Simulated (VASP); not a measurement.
Zn3Ir:

```
Zn Ir
1.0
     6.52093    0.00000    0.00000
     0.00000    6.52093    0.00000
     0.00000    0.00000    6.61286
Zn Ir
12 4
Direct
  0.00000 0.50000 0.50000
  0.50000 0.00000 0.00000
  0.50000 0.00000 0.50000
  0.00000 0.50000 0.00000
  0.36224 0.63776 0.25837
  0.63776 0.36224 0.25837
  0.13776 0.13776 0.75837
  0.86224 0.86224 0.75837
  0.63776 0.36224 0.74163
  0.36224 0.63776 0.74163
  0.86224 0.86224 0.24163
  0.13776 0.13776 0.24163
  0.16030 0.83970 0.50000
  0.83970 0.16030 0.50000
  0.33970 0.33970 0.00000
  0.66030 0.66030 0.00000
```

The cell was built by a generator and needn't be a form met in nature.

| Quantity | Value |
| --- | --- |
| Program | VASP 6.6.1 |
| Task | relaxation of cell and atoms |
| Functional | LDA |
| Potentials or basis | VASP PAW LDA potentials, release 64 (Zn, Ir) |
| Cutoff | 600 eV |
| k mesh | 6 × 6 × 6 |
| Occupations | methfessel-paxton, width 0.1 eV |
| Spin | no spin polarisation |

At the start: pressure -4.7 GPa; volume 17.57 Å³/atom.

Where does the relaxation end?

Over 29 steps the energy falls by 87.2 meV/atom and the volume is 16.90 Å³/atom (-3.9 %); space group P4_2/mnm (No. 136, to 0.05 Å).

The path:
```
step  energy change (eV)  largest force (eV/Å)  pressure (GPa)  volume (Å³)
   1              0.0000                1.4121           -4.71       281.20
   2             -0.4814                0.8697            4.21       260.69
   3             -0.4951                0.8644            2.83       263.31
   4             -0.9369                0.8140            2.07       263.90
   5             -1.0656                1.1161            2.04       264.42
   6             -1.2595                0.1559           -1.70       271.82
   7             -1.2744                0.1786           -1.02       270.21
   8             -1.3110                0.1073            0.57       267.13
   9             -1.3118                0.1658            0.80       266.54
  10             -1.3491                0.0608            0.79       267.33
  11             -1.3867                0.2327            0.59       268.73
  12             -1.3874                0.3148            0.57       269.05
  13             -1.3744                0.3359           -1.12       272.79
  14             -1.3936                0.0692           -0.07       270.40
  15             -1.3936                0.0735           -0.09       270.38
  16             -1.3935                0.1073            0.03       270.19
  17             -1.3936                0.0775           -0.09       270.35
  18             -1.3942                0.0508            0.19       269.73
  19             -1.3944                0.0295            0.13       269.94
  20             -1.3949                0.0390            0.00       270.28
  21             -1.3949                0.0504           -0.05       270.40
  22             -1.3953                0.0201           -0.14       270.45
  23             -1.3953                0.0200           -0.13       270.45
  24             -1.3955                0.0395            0.10       270.01
  25             -1.3955                0.0337            0.06       270.11
  26             -1.3958                0.0148            0.06       270.10
  27             -1.3958                0.0206            0.06       270.10
  28             -1.3959                0.0108           -0.02       270.29
  29             -1.3960                0.0074           -0.03       270.36
```

Final structure:
```
Zn Ir
1.0
     6.28683    0.00000    0.00000
     0.00000    6.28683    0.00000
     0.00000    0.00000    6.84039
Zn Ir
12 4
Direct
  0.00000 0.50000 0.50000
  0.50000 0.00000 0.00000
  0.50000 0.00000 0.50000
  0.00000 0.50000 0.00000
  0.34491 0.65509 0.26627
  0.65509 0.34491 0.26627
  0.15509 0.15509 0.76627
  0.84491 0.84491 0.76627
  0.65509 0.34491 0.73373
  0.34491 0.65509 0.73373
  0.84491 0.84491 0.23373
  0.15509 0.15509 0.23373
  0.13814 0.86186 0.50000
  0.86186 0.13814 0.50000
  0.36186 0.36186 0.00000
  0.63814 0.63814 0.00000
```
